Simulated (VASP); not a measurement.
A run of VASP 6.6.1:

File POSCAR:

```
Cu
1.0
   -1.4478500000      1.4478500000      1.3611800000
    1.4478500000     -1.4478500000      1.3611800000
    1.4478500000      1.4478500000     -1.3611800000
Cu
1
Direct
    0.0000000000      0.0000000000      0.0000000000
```

The input INCAR.step1:

```
  PREC = Accurate
  ENCUT = 520
  EDIFF = 1E-5
  ISMEAR = 0
  SIGMA = 0.1
  LREAL = False
  LASPH = True
  NELM = 100
  ALGO = Normal
  ISIF = 2
  LWAVE = True
  NBANDS = 12
  GGA = PE
```

The input INCAR.step2:

```
  PREC = Accurate
  ENCUT = 520
  EDIFF = 1E-6
  ISMEAR = 0
  SIGMA = 0.1
  LREAL = False
  LASPH = True
  NELM = 100
  ALGO = Normal
  ISIF = 2
  LWAVE = False
  LCHARG = True
  GGA = PE
  LHFCALC = True
  HFSCREEN = 0.2
  PRECFOCK = Fast
  LELF = True
  LVHAR = True
  NBANDS = 12
  ISTART = 1
```

File KPOINTS:

```
regular mesh
0
Gamma
  10 10 10
```

Potentials or basis: VASP PAW PBE potentials, release 64 (Cu).

Launch:

```console
$ cat potpaw_PBE.64/Cu/POTCAR > POTCAR
$ cp INCAR.step1 INCAR
$ mpirun -np 1 vasp_std > vasp.out
$ cp INCAR.step2 INCAR
$ mpirun -np 1 vasp_std > vasp.out
```

Hardware: 1 thread of Intel(R) Xeon(R) Platinum 8488C (Sapphire Rapids), with other jobs on the host.

**Question.** How long does it take, and how much memory?

**Answer.** Run time: 73 min on 1 thread of Intel(R) Xeon(R) Platinum 8488C (Sapphire Rapids), on a shared host, peak memory 0.24 GiB. Counts: scf iterations 10, k points 102.
